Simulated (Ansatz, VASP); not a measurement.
AlRh: VASP beside Ansatz

INCAR

```
SYSTEM = AlRh
PREC     = Accurate       ! precision mode
ENCUT    = 520            ! plane-wave cutoff, eV
EDIFF    = 1E-7           ! SCF threshold, eV
ISMEAR   = 0              ! smearing method
SIGMA    = 0.15           ! smearing width, eV
LREAL    = .FALSE.        ! projectors in reciprocal space
LASPH    = .TRUE.         ! aspherical terms in the spheres
NELM     = 60             ! most SCF steps
ALGO     = Normal         ! electronic algorithm
ISIF     = 2              ! what is computed and relaxed
LWAVE    = .FALSE.        ! write WAVECAR
LCHARG   = .TRUE.         ! write CHGCAR
GGA      = CA             ! functional
LELF     = .TRUE.         ! ELF
LVHAR    = .TRUE.       
NBANDS   = 16             ! bands
```

File KPOINTS:

```
Automatic mesh
0
G
  16 16 16
  0 0 0
```

The input POSCAR:

```
AlRh
1.0
    2.9773224700      0.0000000000      0.0000000000
    0.0000000000      2.9773224700      0.0000000000
    0.0000000000      0.0000000000      2.9773224700
Al Rh
1 1
Direct
    0.0000000000      0.0000000000      0.0000000000
    0.5000000000      0.5000000000      0.5000000000
```

Input for Ansatz:

```yaml
crystal:
  lattice:
    - [2.97732247, 0.0, 0.0]
    - [0.0, 2.97732247, 0.0]
    - [0.0, 0.0, 2.97732247]
  atoms:
    - { symbol: Al, position: [0.0, 0.0, 0.0] }
    - { symbol: Rh, position: [0.5, 0.5, 0.5] }
basis:
  ecutwfc: 420
kpoints:
  mp_grid: { grid: [16, 16, 16] }
hamiltonian:
  xc: lda
scf:
  occupations: { method: gaussian, width: 0.15 }
output:
  forces: true
  stress: true
  eigenvalues: true
```

The cell comes from a database or a generator and needn't be the stable form of this composition.

Alike in both runs: task single point; functional LDA; k mesh 16 × 16 × 16; occupations gaussian, width 0.15 eV; no spin polarisation.

|  | VASP | Ansatz |
| --- | --- | --- |
| version | VASP 6.6.1 | Ansatz 0.2.0 |
| potentials or method | VASP PAW LDA potentials, release 64 (Al, Rh_pv) | scalar-relativistic, plane waves, PAW |
| plane-wave cutoff (eV) | 520 | 420 |
| valence electrons in the cell | 18 | 20 |

|  | VASP | Ansatz | Ansatz less VASP |
| --- | --- | --- | --- |
| gap on the k mesh at the Fermi level (eV) | none | none | - |
| pressure (GPa) | -5.5 | -6.1 | -0.57 |

A gap of «none» marks a metal or a gap that the smearing closes. The two sets of potentials don't hold the same shells in valence.
